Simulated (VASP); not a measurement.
OSZICAR of a VASP run on Pb:

### OSZICAR
```
       N       E                     dE             d eps       ncg     rms           ort
SDA:   1    -0.958694704446E+00   -0.95869E+00    0.00000E+00    12   0.144E+00   0.000E+00
CGA:   2    -0.973767023732E+00   -0.15072E-01   -0.14972E-01    12   0.261E-01  -0.719E-02
SDA:   3    -0.123017312331E+01   -0.25641E+00   -0.25115E+00    12   0.242E+00  -0.465E-01
SDA:   4    -0.128654880022E+01   -0.56376E-01   -0.45080E-01    12   0.139E+00  -0.786E-01
CGA:   5    -0.129953229466E+01   -0.12983E-01   -0.12937E-01    12   0.102E-01   0.693E-03
CGA:   6    -0.130319353756E+01   -0.36612E-02   -0.36605E-02    12   0.281E-02   0.332E-05
CGA:   7    -0.130379654048E+01   -0.60300E-03   -0.60327E-03    12   0.512E-03   0.114E-04
CGA:   8    -0.130396457496E+01   -0.16803E-03   -0.16851E-03    12   0.190E-03  -0.540E-05
CGA:   9    -0.130400266564E+01   -0.38091E-04   -0.38199E-04    12   0.572E-04   0.248E-05
CGA:  10    -0.130401910178E+01   -0.16436E-04   -0.16583E-04    12   0.293E-04  -0.334E-05
CGA:  11    -0.130402372875E+01   -0.46270E-05   -0.47741E-05    12   0.707E-05   0.200E-05
CGA:  12    -0.130402581581E+01   -0.20871E-05   -0.20887E-05    12   0.290E-05  -0.388E-07
CGA:  13    -0.130402663823E+01   -0.82242E-06   -0.83687E-06    12   0.140E-05  -0.305E-06
   1 F= -.13040266E+01 E0= -.13040266E+01  d E =-.343300E-25  mag=     2.0000
```

Task: Which electronic solver shows in the log?

Result: It is steepest descent (the opening step of the all-band solvers) and then all-band conjugate gradients (ALGO = All or Conjugate). The INCAR had ALGO = All.

Task: How was spin treated?

Result: Collinear spin (ISPIN = 2): the summary line carries one mag value, 2.00 μB in the cell.

Task: Can the final energy be trusted as converged?

Result: Self-consistency was reached. It stopped with EDIFF = 1E-6, NELM = 200 (HSE06 screened hybrid, plane waves, VASP's PBE PAW potentials (set 64)). The atom may not be in its lowest state.

The cell is a free atom in a box. The total moment is imposed (NUPDOWN), so this need not be the lowest spin state.
